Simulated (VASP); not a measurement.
Molecule: F6S, in a box.

```
F S
1.0
    13.23041    0.00000    0.00000
     0.00000   13.73041    0.00000
     0.00000    0.00000   14.23041
F S
6 1
Direct
  0.59869 0.54179 0.44788
  0.53977 0.54936 0.59628
  0.40097 0.46536 0.55230
  0.55621 0.40385 0.52404
  0.44376 0.60343 0.47598
  0.46020 0.45791 0.40374
  0.49988 0.50360 0.50006
```

Base run:

* Program: VASP 6.6.1
* Functional: optB86b-vdW
* Potentials or basis: VASP PAW PBE potentials, release 64 (F, S)
* Cutoff: 400 eV
* k mesh: 1 × 1 × 1
* Occupations: gaussian, width 0.01 eV
* Spin: no spin polarisation

Its results: gap between the frontier levels 6.55 eV; largest force 0.110 eV/Å.

Q: After a change of settings the same cell gave: gap between the frontier levels 6.46 eV; largest force 0.968 eV/Å. Which change was it?
A. functional from optB86b-vdW to RPBE
B. functional from optB86b-vdW to RPBE; dispersion from none to D3(BJ)
C. functional from optB86b-vdW to LDA; potentials or basis from VASP PAW PBE potentials, release 64 (F, S) to VASP PAW LDA potentials, release 64 (F, S)

A: C.

Caveats: the PAW data sets were made with another functional, which shifts forces and pressure a little (some runs).
